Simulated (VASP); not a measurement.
Runs of VASP 6.6.1 on FH. The cell holds a molecule in a box, 2 atoms: a = 11.306 Å, b = 11.806 Å, c = 12.306 Å, α = 90.00°, β = 90.00°, γ = 90.00°. 

| task | level | cell | atoms held fixed (from 0) | gap on the mesh (eV) |
| --- | --- | --- | --- | --- |
| single point | RPBE | as given | - | 8.39 |
| single point | RPBE+D3(BJ) | as given | - | 8.39 |
| relaxation of the atoms | PBE+D3(BJ) | atoms relaxed | [0] | (a) |
| single point | PBE | as given | - | 8.53 |

Alike in all rows: potentials or basis VASP PAW PBE potentials, release 64 (F, H); no spin polarisation; k mesh 1 × 1 × 1; cutoff (eV) 400; smearing gaussian 0.01 eV.

**Question.** Fill in the values left out.

**Answer.** (a) 8.52.

